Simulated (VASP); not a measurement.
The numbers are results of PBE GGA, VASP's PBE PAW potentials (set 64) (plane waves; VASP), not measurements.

VASP ran on this input.

INCAR:
```
SYSTEM = Al
PREC = Normal
ENCUT = 400
EDIFF = 1E-5
NELM = 100
ALGO = Fast
LREAL = .FALSE.
LASPH = .TRUE.
ISMEAR = 1
SIGMA = 0.1
GGA = PE
LWAVE = .FALSE.
LCHARG = .FALSE.
NELMIN = 4
IBRION = 2
ISIF = 2
NSW = 20
EDIFFG = -0.03
```

**POSCAR**
```
Al
1.0
  0.0000000000   2.0178832820   2.0178832820
  2.0178832820   0.0000000000   2.0178832820
  2.0178832820   2.0178832820   0.0000000000
Al
1
Direct
  0.0000000000   0.0000000000   0.0000000000
```

**KPOINTS**
```
Automatic mesh
0
Gamma
17 17 17
0 0 0
```

POTCAR, in this order: Al (PBE.64 set). Program: vasp_std.

Task: What does the run give for the energy per atom (σ→0), band gap (on the k-mesh)?

Result: 
- energy per atom (σ→0) = -3.747 eV/atom
- band gap (on the k-mesh) = none (metal, semimetal or under 0.01 eV)

OSZICAR:
```
...
DAV:   3    -0.376994567238E+01   -0.12928E-01   -0.12924E-01  2205   0.266E+00
DAV:   4    -0.376998420796E+01   -0.38536E-04   -0.38535E-04  2190   0.131E-01
DAV:   5    -0.376998450129E+01   -0.29333E-06   -0.29410E-06  2225   0.873E-03    0.131E+00
RMM:   6    -0.375701350892E+01    0.12971E-01   -0.12505E-03  1650   0.296E-01    0.772E-01
RMM:   7    -0.374748265989E+01    0.95308E-02   -0.40191E-03  1650   0.505E-01    0.124E-01
RMM:   8    -0.374749546691E+01   -0.12807E-04   -0.14133E-04  1650   0.113E-01    0.233E-02
RMM:   9    -0.374749738241E+01   -0.19155E-05   -0.25098E-05  1594   0.486E-02
   1 F= -.37474974E+01 E0= -.37472959E+01  d E =-.374750E+01
```

The compound is Al in the fcc structure. It was relaxed first.
